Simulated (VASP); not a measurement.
Input of a VASP 6.6.1 run:

POSCAR

```
ZnRe2
1.0
    0.0000000000      2.8955600000      2.8955600000
    2.8955600000      0.0000000000      2.8955600000
    2.8955600000      2.8955600000      0.0000000000
Zn Re
1 2
Direct
    0.0000000000      0.0000000000      0.0000000000
    0.7500000000      0.7500000000      0.7500000000
    0.2500000000      0.2500000000      0.2500000000
```

File INCAR.step1:

```
PREC     = Accurate       # precision mode
ENCUT    = 520            # plane-wave cutoff, eV
EDIFF    = 1E-5           # SCF threshold, eV
ISMEAR   = -1             # smearing method
SIGMA    = 0.05           # smearing width, eV
LREAL    = F              # projectors in reciprocal space
LASPH    = T              # aspherical terms in the spheres
NELM     = 100            # most SCF steps
ALGO     = Normal         # electronic algorithm
ISIF     = 2              # what is computed and relaxed
LWAVE    = T              # write WAVECAR
LCHARG   = F              # write CHGCAR
LMAXMIX  = 4              # l up to which the mixer works
NBANDS   = 20             # bands
GGA      = PE             # functional
```

The input INCAR.step2:

```
PREC     = Accurate       # precision mode
ENCUT    = 520            # plane-wave cutoff, eV
EDIFF    = 1E-6           # SCF threshold, eV
ISMEAR   = -1             # smearing method
SIGMA    = 0.05           # smearing width, eV
LREAL    = F              # projectors in reciprocal space
LASPH    = T              # aspherical terms in the spheres
NELM     = 100            # most SCF steps
ALGO     = Normal         # electronic algorithm
ISIF     = 2              # what is computed and relaxed
LWAVE    = F              # write WAVECAR
LCHARG   = F              # write CHGCAR
LMAXMIX  = 4              # l up to which the mixer works
METAGGA  = MBJ            # meta-GGA
NBANDS   = 20             # bands
ISTART   = 1
```

The input KPOINTS:

```
Automatic mesh
0
Gamma
  8 8 8
```

Contents of KPOINTS_OPT:

```
path GXWKGLUWLK,UX
20
line-mode
reciprocal
 0.0000000000  0.0000000000  0.0000000000  G
 0.5000000000  0.0000000000  0.5000000000  X

 0.5000000000  0.0000000000  0.5000000000  X
 0.5000000000  0.2500000000  0.7500000000  W

 0.5000000000  0.2500000000  0.7500000000  W
 0.3750000000  0.3750000000  0.7500000000  K

 0.3750000000  0.3750000000  0.7500000000  K
 0.0000000000  0.0000000000  0.0000000000  G

 0.0000000000  0.0000000000  0.0000000000  G
 0.5000000000  0.5000000000  0.5000000000  L

 0.5000000000  0.5000000000  0.5000000000  L
 0.6250000000  0.2500000000  0.6250000000  U

 0.6250000000  0.2500000000  0.6250000000  U
 0.5000000000  0.2500000000  0.7500000000  W

 0.5000000000  0.2500000000  0.7500000000  W
 0.5000000000  0.5000000000  0.5000000000  L

 0.5000000000  0.5000000000  0.5000000000  L
 0.3750000000  0.3750000000  0.7500000000  K

 0.6250000000  0.2500000000  0.6250000000  U
 0.5000000000  0.0000000000  0.5000000000  X
```

Potentials or basis: VASP PAW PBE potentials, release 64 (Zn, Re).

The run is started by

```bash
$ cat potpaw_PBE.64/Zn/POTCAR potpaw_PBE.64/Re/POTCAR > POTCAR
$ cp INCAR.step1 INCAR
$ mpirun -np 1 vasp_std > vasp.out
$ cp INCAR.step2 INCAR
$ mpirun -np 1 vasp_std > vasp.out
```

Predict the band gap along the path.

none (metal or under the smearing width).

Levels at the corners of the path, in eV from the Fermi level:
```csv
point,band 10,band 11,band 12,band 13,band 14,band 15,band 16,band 17
Γ,-3.52,-3.52,1.81,1.81,1.81,3.37,3.37,6.21
X,-2.04,-1.09,-1.09,0.27,0.27,1.45,1.45,1.83
X,-2.04,-1.09,-1.09,0.27,0.27,1.45,1.45,1.83
W,-2.13,-2.13,-0.21,-0.21,-0.19,0.83,1.09,1.14
W,-2.13,-2.13,-0.21,-0.21,-0.19,0.83,1.09,1.14
K,-2.62,-1.72,-0.51,-0.05,0.19,0.46,0.98,1.22
K,-2.62,-1.72,-0.51,-0.05,0.19,0.46,0.98,1.22
Γ,-3.52,-3.52,1.81,1.81,1.81,3.37,3.37,6.21
Γ,-3.52,-3.52,1.81,1.81,1.81,3.37,3.37,6.21
L,-1.62,-1.62,-0.82,-0.82,-0.66,-0.28,-0.28,0.21
L,-1.62,-1.62,-0.82,-0.82,-0.66,-0.28,-0.28,0.21
U,-2.62,-1.72,-0.51,-0.05,0.19,0.46,0.98,1.22
U,-2.62,-1.72,-0.51,-0.05,0.19,0.46,0.98,1.22
W,-2.13,-2.13,-0.21,-0.21,-0.19,0.83,1.09,1.14
W,-2.13,-2.13,-0.21,-0.21,-0.19,0.83,1.09,1.14
L,-1.62,-1.62,-0.82,-0.82,-0.66,-0.28,-0.28,0.21
L,-1.62,-1.62,-0.82,-0.82,-0.66,-0.28,-0.28,0.21
K,-2.62,-1.72,-0.51,-0.05,0.19,0.46,0.98,1.22
U,-2.62,-1.72,-0.51,-0.05,0.19,0.46,0.98,1.22
X,-2.04,-1.09,-1.09,0.27,0.27,1.45,1.45,1.83
```

Caveat: spin-orbit coupling is left out, which moves the levels of the heavy elements.
